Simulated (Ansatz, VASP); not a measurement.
# Cross-check of AlGaN2 (alloy, x = 0.5, one random ordering in a cell of 16 atoms (invented)) between VASP and Ansatz

Aim: how closely do two programs agree when they are given the same cell, functional and k mesh? The cell is generated by rule, not measured, and may not be a known phase. The cell is taken from a series of runs on this material, whose earlier steps may have relaxed, scaled, displaced or heated it; both programs get it as it stands.

Main program and level: Ansatz 0.2.0; plane waves, with VASP 6.6.1 beside it; relaxation of cell and atoms at r2SCAN.

### Step 1. The structure

Symmetry: Ima2, No. 46, orthorhombic system. The conventional cell has a = 6.269 Å, b = 6.268 Å, c = 8.872 Å, α = 90.00°, β = 90.00°, γ = 90.00°. Nearest to Ga lie 4 N at 1.94 to 1.96 Å. Nearest to Ga lie 4 N at 1.93 to 1.95 Å. Nearest to Al lie 4 N at 1.89 to 1.91 Å. Nearest to Al lie 4 N at 1.88 to 1.90 Å. Nearest to N lie 2 Al at 1.89 Å and 2 Ga at 1.95 Å. N has 1 Al at 1.88 Å and 3 Ga at 1.93 to 1.94 Å nearest. Farther neighbours and most contacts between anions are not listed.

As a file:

```cif
data_structure
_symmetry_space_group_name_H-M 'P 1'
_symmetry_Int_Tables_number 1
_cell_length_a 6.2709
_cell_length_b 6.2709
_cell_length_c 6.2709
_cell_angle_alpha 120.021
_cell_angle_beta 120.034
_cell_angle_gamma 89.953
_cell_volume 174.30
loop_
_atom_site_label
_atom_site_type_symbol
_atom_site_fract_x
_atom_site_fract_y
_atom_site_fract_z
_atom_site_occupancy
Ga1 Ga 0.00036 0.00002 0.50034 1
Ga2 Ga 0.49977 0.99977 0.50000 1
Ga3 Ga 0.49977 0.49977 0.00000 1
Ga4 Ga 0.49968 0.50002 0.49966 1
Al5 Al 0.00022 0.00022 0.00000 1
Al6 Al 0.49939 0.00004 0.99936 1
Al7 Al 0.00068 0.50004 0.00064 1
Al8 Al 0.00022 0.50022 0.50000 1
N9 N 0.11974 0.86954 0.23930 1
N10 N 0.62214 0.87763 0.24451 1
N11 N 0.12778 0.87234 0.75544 1
N12 N 0.63024 0.88044 0.76070 1
N13 N 0.11974 0.38044 0.75020 1
N14 N 0.63312 0.37763 0.75549 1
N15 N 0.11690 0.37234 0.24456 1
N16 N 0.63024 0.36954 0.24980 1
```

### Step 2. VASP: relaxation of cell and atoms, r2SCAN, pair 1

The relaxed volume is the usual yardstick between codes: in a stiff, nearly cubic crystal its relative difference is about their pressure difference at one cell divided by the bulk modulus.

Lines of VASP's logs that name or quote its potential files are left out, and so is its time.

INCAR

```
SYSTEM = AlGaN2
PREC = Accurate
ENCUT = 660
EDIFF = 1E-07
NELM = 120
ISMEAR = 0
SIGMA = 0.02
LREAL = .FALSE.
ALGO = Normal
METAGGA = R2SCAN
LASPH = .TRUE.
NBANDS = 68
LORBIT = 11
LWAVE = .FALSE.
LCHARG = .FALSE.
ISIF = 3
IBRION = 2
NSW = 80
EDIFFG = -0.005
GGA_COMPAT = .FALSE.
NELMIN = 4
EFERMI = MIDGAP
LMIXTAU = .TRUE.
KPAR = 4
```

POSCAR

```
AlGaN2
1.0
   -3.1344420000      3.1338420000      4.4360190000
    3.1344420000     -3.1338420000      4.4360190000
    3.1344420000      3.1338420000     -4.4360190000
Ga Al N
4 4 8
Direct
    0.0003599023      0.0000210211      0.5003388812
    0.4997742345      0.9997742345      0.5000000000
    0.4997741218      0.4997741218      0.0000000000
    0.4996819804      0.5000210211      0.4996609593
    0.0002229476      0.0002229476      0.0000000000
    0.4993926932      0.0000356739      0.9993570193
    0.0006786546      0.5000356739      0.0006429807
    0.0002229476      0.5002229476      0.5000000000
    0.1197405099      0.8695397242      0.2393028332
    0.6221351484      0.8776256932      0.2445094552
    0.1277831562      0.8723430287      0.7554401275
    0.6302368910      0.8804375172      0.7606970073
    0.1197405099      0.3804375172      0.7502006262
    0.6331162381      0.3776256932      0.7554905448
    0.1169029013      0.3723430287      0.2445598725
    0.6302368910      0.3695398837      0.2497993738
```

KPOINTS

```
Automatic mesh
0
Gamma
4 4 4
0 0 0
```

PAW data sets: Ga_d, Al and N (PBE family, release 64).

Launch:

```sh
$ mpirun -np 4 vasp_std
```

Numbers of over 12 decimals in the logs are rounded to 6 here.

Log:

```text
[banner, memory and clock lines left out]
running    4 mpi-ranks, on    1 nodes
 distrk:  each k-point on    1 cores,    4 groups
 distr:  one band on    1 cores,    1 groups

 POSCAR found type information on POSCAR GaAlN
 POSCAR found :  3 types and      16 ions
|                                                                             |
|               ----> ADVICE to this user running VASP <----                  |
|                                                                             |
|     You enforced a specific xc type in the INCAR file but a different       |
|     [... a line on the potential file left out ...]
|     I HOPE YOU KNOW WHAT YOU ARE DOING!                                     |
|                                                                             |

 LDA part: xc-table for (None), standard interpolation
 POSCAR, INCAR and KPOINTS ok, starting setup
 FFT: planning ... GRIDC
 FFT: planning ... GRID_SOFT
 FFT: planning ... GRID
 WAVECAR not read
 entering main loop
       N       E                     dE             d eps       ncg     rms          rms(c)
DAV:   1     0.134412798910E+04    0.13441E+04   -0.52313E+04  2884   0.276E+03
DAV:   2     0.163368607067E+03   -0.11808E+04   -0.10956E+04  2472   0.802E+02
DAV:   3    -0.166902168706E+03   -0.33027E+03   -0.31233E+03  2952   0.267E+02
DAV:   4    -0.199772820689E+03   -0.32871E+02   -0.32437E+02  3024   0.880E+01
DAV:   5    -0.201561871607E+03   -0.17891E+01   -0.17836E+01  3560   0.212E+01    0.230E+01
DAV:   6    -0.167336498098E+03    0.34225E+02   -0.48792E+01  4032   0.613E+01    0.866E+00
DAV:   7    -0.161902806457E+03    0.54337E+01   -0.85374E+00  2744   0.149E+01    0.534E+00
DAV:   8    -0.172008310104E+03   -0.10106E+02   -0.71450E+00  3572   0.198E+01    0.434E+00
DAV:   9    -0.166769911230E+03    0.52384E+01   -0.28029E+00  2856   0.106E+01    0.120E+00
DAV:  10    -0.164097931550E+03    0.26720E+01   -0.99916E-01  2788   0.817E+00    0.326E-01
DAV:  11    -0.164219949860E+03   -0.12202E+00   -0.25633E-01  3096   0.465E+00    0.535E-01
DAV:  12    -0.164238621508E+03   -0.18672E-01   -0.23456E-02  3336   0.102E+00    0.479E-01
DAV:  13    -0.164224428298E+03    0.14193E-01   -0.67643E-03  3532   0.104E+00    0.274E-01
DAV:  14    -0.164252237561E+03   -0.27809E-01   -0.61582E-03  2836   0.593E-01    0.111E-01
[...]
DAV:  21    -0.164262114884E+03   -0.15128E-04   -0.54024E-06  3300   0.277E-02    0.339E-03
DAV:  22    -0.164262114316E+03    0.56786E-06   -0.21781E-06  3460   0.106E-02    0.112E-03
DAV:  23    -0.164262114063E+03    0.25304E-06   -0.31333E-07  2196   0.945E-03    0.124E-03
DAV:  24    -0.164262115627E+03   -0.15644E-05   -0.55268E-07  2424   0.484E-03    0.104E-03
DAV:  25    -0.164262115305E+03    0.32225E-06   -0.33172E-08  1476   0.469E-03    0.445E-04
DAV:  26    -0.164262115176E+03    0.12856E-06   -0.24832E-08  1408   0.122E-03    0.477E-04
DAV:  27    -0.164262114997E+03    0.17954E-06   -0.62981E-09  1416   0.974E-04    0.306E-04
DAV:  28    -0.164262114995E+03    0.19500E-08   -0.29458E-09  1396   0.749E-04
   1 F= -.16426211E+03 E0= -.16426211E+03  d E =-.164262E+03
[...]
2 F= -.16426300E+03 E0= -.16426300E+03  d E =-.881353E-03
[...]
3 F= -.16426340E+03 E0= -.16426340E+03  d E =-.128577E-02
[...]
4 F= -.16426340E+03 E0= -.16426340E+03  d E =-.128521E-02
[...]
5 F= -.16426343E+03 E0= -.16426343E+03  d E =-.257743E-04
 trial-energy change:   -0.000026  1 .order   -0.000047   -0.000204    0.000110
 step:   0.5116(harm=  0.6044)  dis= 0.00043  next Energy=  -164.263453 (dE=-0.524E-04)
 bond charge predicted
       N       E                     dE             d eps       ncg     rms          rms(c)
DAV:   1    -0.164263528019E+03   -0.10202E-03   -0.58398E-03  3000   0.617E-01    0.614E-02
DAV:   2    -0.164263464933E+03    0.63086E-04   -0.40032E-04  3216   0.262E-01    0.297E-02
DAV:   3    -0.164263448402E+03    0.16531E-04   -0.86678E-05  3772   0.102E-01    0.878E-03
DAV:   4    -0.164263453094E+03   -0.46919E-05   -0.28865E-05  2560   0.317E-02    0.679E-03
DAV:   5    -0.164263452045E+03    0.10493E-05   -0.17935E-06  3252   0.148E-02    0.336E-03
DAV:   6    -0.164263451775E+03    0.27010E-06   -0.14652E-06  2796   0.114E-02    0.131E-03
DAV:   7    -0.164263453034E+03   -0.12594E-05   -0.35488E-07  2252   0.541E-03    0.683E-04
DAV:   8    -0.164263453020E+03    0.13981E-07   -0.29430E-08  1432   0.268E-03
   6 F= -.16426345E+03 E0= -.16426345E+03  d E =-.528194E-04
 curvature:  -0.29 expect dE=-0.188E-05 dE for cont linesearch -0.148E-05
 trial: gam=-0.12339 g(F)=  0.375E-05 g(S)=  0.270E-05 ort = 0.341E-04 (trialstep = 0.847E+00)
 search vector abs. value=  0.153E-05
 reached required accuracy - stopping structural energy minimisation
```

Parts of OUTCAR (step 2):

```text
ion  position               nearest neighbor table
   1  0.000  0.000  0.500-  10 1.94  13 1.95   9 1.95  11 1.96   6 3.13   5 3.13   8 3.13   7 3.13
                             7 3.13   8 3.14   5 3.14   6 3.14
   2  0.500  1.000  0.500-  10 1.93  14 1.93  12 1.95   9 1.95   6 3.13   7 3.13   5 3.13   5 3.13
                             7 3.14   6 3.14
   3  0.500  0.500  0.000-  10 1.93  14 1.93  13 1.95  16 1.95   6 3.13   7 3.13   8 3.13   8 3.13
                             6 3.14   7 3.14
   4  0.500  0.500  0.500-  14 1.94  12 1.95  16 1.95  15 1.96   7 3.13   8 3.13   5 3.13   6 3.13
                             6 3.13   5 3.14   8 3.14   7 3.14
   5  0.000  0.000  0.000-  12 1.89   9 1.89  15 1.91  11 1.91   6 3.13   7 3.13   4 3.13   1 3.13
                             2 3.13   2 3.13   8 3.13   8 3.13   1 3.14   4 3.14   7 3.14   6 3.14
   6  0.499  0.000  0.999-  10 1.88  12 1.89  16 1.89  11 1.90   1 3.13   3 3.13   2 3.13   5 3.13
                             8 3.13   4 3.13   4 3.13   5 3.14   8 3.14   2 3.14   3 3.14   1 3.14
   7  0.001  0.500  0.001-  14 1.88   9 1.89  13 1.89  15 1.90   4 3.13   3 3.13   2 3.13   5 3.13
                             8 3.13   1 3.13   1 3.13   8 3.14   5 3.14   2 3.14   3 3.14   4 3.14
   8  0.000  0.500  0.500-  13 1.89  16 1.89  11 1.91  15 1.91   6 3.13   7 3.13   4 3.13   1 3.13
                             3 3.13   3 3.13   5 3.13   5 3.13   1 3.14   4 3.14   7 3.14   6 3.14
   9  0.120  0.870  0.239-   7 1.89   5 1.89   2 1.95   1 1.95
  10  0.622  0.878  0.245-   6 1.88   2 1.93   3 1.93   1 1.94
  11  0.128  0.872  0.755-   6 1.90   5 1.91   8 1.91   1 1.96
  12  0.630  0.880  0.761-   6 1.89   5 1.89   2 1.95   4 1.95
  13  0.120  0.380  0.750-   7 1.89   8 1.89   3 1.95   1 1.95
  14  0.633  0.378  0.755-   7 1.88   2 1.93   3 1.93   4 1.94
  15  0.117  0.372  0.245-   7 1.90   5 1.91   8 1.91   4 1.96
  16  0.630  0.370  0.250-   6 1.89   8 1.89   3 1.95   4 1.95

  LATTYP: Found a body centered orthorhombic cell.
 ALAT       =     6.2676840000
 B/A-ratio  =     1.0001914583
 C/A-ratio  =     1.4155209484

 Subroutine GETGRP returns: Found  4 space group operations
 (whereof  2 operations were pure point group operations)

The static configuration has the point symmetry C_2 .
 The point group associated with its full space group is C_2v.

 Found     18 irreducible k-points:

   k-points           NKPTS =     18   k-points in BZ     NKDIM =     18   number of bands    NBANDS=     68

   dimension x,y,z NGX =    54 NGY =   54 NGZ =   54
   dimension x,y,z NGXF=   108 NGYF=  108 NGZF=  108

   ENCUT  =  660.0 eV  48.51 Ry    6.96 a.u.  13.14 13.14 13.14*2*pi/ulx,y,z

   NELECT =     104.0000    total number of electrons

 k-points in reciprocal lattice and weights: Automatic mesh
   0.00000000  0.00000000  0.00000000       0.016
   0.25000000  0.00000000  0.00000000       0.062
   0.50000000  0.00000000  0.00000000       0.031
   0.00000000  0.25000000 -0.00000000       0.062
   0.25000000  0.25000000  0.00000000       0.125
   0.50000000  0.25000000 -0.00000000       0.125
  -0.25000000  0.25000000 -0.00000000       0.062
   0.00000000  0.50000000 -0.00000000       0.031
   0.25000000  0.50000000 -0.00000000       0.125
[...]
-0.25000000 -0.25000000  0.25000000       0.031
   0.50000000  0.50000000  0.50000000       0.016

 average (electrostatic) potential at core
       1 -67.6072       2 -67.5566       3 -67.5566       4 -67.6072       5 -75.3513
       6 -75.2674       7 -75.2674       8 -75.3513       9 -63.8797      10 -63.9825
      11 -63.7796      12 -63.8797      13 -63.8798      14 -63.9825      15 -63.7796
      16 -63.8798

 E-fermi :   7.0773

 k-point     1 :       0.0000    0.0000    0.0000
  band No.  band energies     occupation
    ...
     48       4.7384      2.00000
     49       4.7847      2.00000
     50       5.3394      2.00000
     51       5.4051      2.00000
     52       5.4251      2.00000
     53       8.7294      0.00000
     54       9.2356      0.00000
     55       9.2831      0.00000
     56       9.3151      0.00000
     57      11.1838      0.00000
    ...

 k-point     2 :       0.2500    0.0000    0.0000
  band No.  band energies     occupation
    ...
     48       4.4186      2.00000
     49       4.6875      2.00000
     50       4.6977      2.00000
     51       5.2994      2.00000
     52       5.3039      2.00000
     53       9.7126      0.00000
     54      10.0368      0.00000
     55      10.0802      0.00000
     56      10.0914      0.00000
     57      11.5699      0.00000
    ...

 k-point     3 :       0.5000    0.0000    0.0000
  band No.  band energies     occupation
    ...
     48       3.9159      2.00000
     49       4.7675      2.00000
     50       4.7721      2.00000
     51       5.1618      2.00000
     52       5.1637      2.00000
     53      10.8928      0.00000
     54      11.0746      0.00000
     55      11.6034      0.00000
     56      11.6218      0.00000
     57      11.6335      0.00000
    ...

  Total       -0.0237887     -0.0157795     -0.0090161      0.0000000      0.0000000      0.0000000
  in kB       -0.2182808     -0.1447898     -0.0827300      0.0000000      0.0000000      0.0000000
  external PRESSURE =      -0.1486002 kB  Pullay stress =       0.0000000 kB

  energy-cutoff  :      660.00
  volume of cell :      174.61
      direct lattice vectors                 reciprocal lattice vectors
    -3.135956503  3.136042349  4.438684642     0.000000000  0.159436622  0.112645984
     3.135956503 -3.136042349  4.438684642     0.159440987  0.000000000  0.112645984
     3.135956503  3.136042349 -4.438684642     0.159440987  0.159436622  0.000000000

 POSITION                                       TOTAL-FORCE (eV/Angst)
 -----------------------------------------------------------------------------------
      1.56798      1.56982     -2.21904         0.000000     -0.001333     -0.000015
      3.13596      0.00000      4.43668        -0.000000      0.000000     -0.001671
      0.00000      0.00000      4.43667        -0.000000      0.000000     -0.001671
      1.56798      1.56622      2.21964        -0.000000      0.001333     -0.000015
      0.00000      0.00000      0.00176        -0.000000      0.000000      0.000946
      1.56798      4.70009     -2.21897         0.000000     -0.002704     -0.000896
      1.56798     -1.56405      2.21971        -0.000000      0.002704     -0.000896
      3.13596      0.00000      0.00176        -0.000000      0.000000      0.000946
      3.09938     -1.60324      3.32888        -0.002155     -0.001252      0.000903
      1.56798     -0.03667      5.57333        -0.000000     -0.000682      0.000483
      4.70393      0.03661      1.08454         0.000000      0.003171     -0.000654
      3.17254      1.60324      3.32888         0.002155      0.001252      0.000903
      3.17254      1.53280     -1.10980         0.002155     -0.001252      0.000903
      1.56798      3.17271      1.13464        -0.000000      0.000682      0.000483
      1.56798     -0.03661      1.08454         0.000000     -0.003171     -0.000654
     -0.03658      1.60324      3.32888        -0.002155      0.001252      0.000903
 -----------------------------------------------------------------------------------
    total drift:                                0.002185     -0.001301     -0.004889

  FREE ENERGIE OF THE ION-ELECTRON SYSTEM (eV)
  ---------------------------------------------------
  free  energy   TOTEN  =      -164.2634530203 eV

  energy  without entropy=     -164.2634530203  energy(sigma->0) =     -164.26345302

 reached required accuracy - stopping structural energy minimisation

 total charge
# of ion       s       p       d       tot
------------------------------------------
    1        0.755   0.890  10.192  11.837
    2        0.758   0.903  10.200  11.860
    3        0.758   0.903  10.200  11.860
    4        0.755   0.890  10.192  11.837
    5        0.368   0.443   0.000   0.810
    6        0.370   0.449   0.000   0.820
    7        0.370   0.449   0.000   0.820
    8        0.368   0.443   0.000   0.810
    9        1.228   2.600   0.000   3.828
   10        1.229   2.586   0.000   3.815
   11        1.226   2.614   0.000   3.840
   12        1.228   2.600   0.000   3.828
   13        1.228   2.600   0.000   3.828
   14        1.229   2.586   0.000   3.815
   15        1.226   2.614   0.000   3.840
   16        1.228   2.600   0.000   3.828
--------------------------------------------------
tot         14.325  26.169  40.784  81.278

[... 3 further parts left out ...]
```

CONTCAR:

```
AlGaN2
   1.00000000000000
    -3.1359565031046448    3.1360423490621190    4.4386846418165131
     3.1359565031046448   -3.1360423490621190    4.4386846418165131
     3.1359565031046448    3.1360423490621190   -4.4386846418165131
  Ga              Al              N
     4     4     8
Direct
     0.0003204624231815    0.0000340599364151    0.5002864024867664
     0.4997736246826627    0.9997736246826626    0.5000000000000000
     0.4997735119826622    0.4997735119826622    0.0000000000000000
     0.4997474979496516    0.5000340599364153    0.4997134380132365
     0.0001983697393592    0.0001983697393592    0.0000000000000000
     0.4994084596149923    0.0000417707831634    0.9993666888318290
     0.0006750819513346    0.5000417707831634    0.0006333111681711
     0.0001983697393592    0.5001983697393591    0.5000000000000000
     0.1193700710783811    0.8691526349861799    0.2385528107546736
     0.6219671294122822    0.8778131290658605    0.2441540003464288
     0.1280064703908969    0.8721691503826569    0.7558373200082400
     0.6305998242315062    0.8808171008237102    0.7614470297453291
     0.1193700710783811    0.3808171008237102    0.7502172765922039
     0.6336591288194338    0.3778131290658605    0.7558459996535712
     0.1163318304744188    0.3721691503826570    0.2441626799917600
     0.6305998242315062    0.3691527944861772    0.2497827234077961
```

The PAW data sets were made with PBE, which is usual practice but a small mismatch for other functionals. The run keeps the 4 symmetry operations of its start, so it cannot find a distortion of lower symmetry.

(Continued in part 2 of 3.)

[Lines on the potential files, build, host, timing and source positions are cut from VASP's logs without a mark.]

[Logs are printed without paths, hosts, clocks, repeated set-up lines and the standing remarks that a program may print on its own settings, such as how far it seeks lower states.]

[Hosts, paths, dates, database ids (printed as entryN), source tags and the programs' standing remarks are cut or masked in the printed files.]
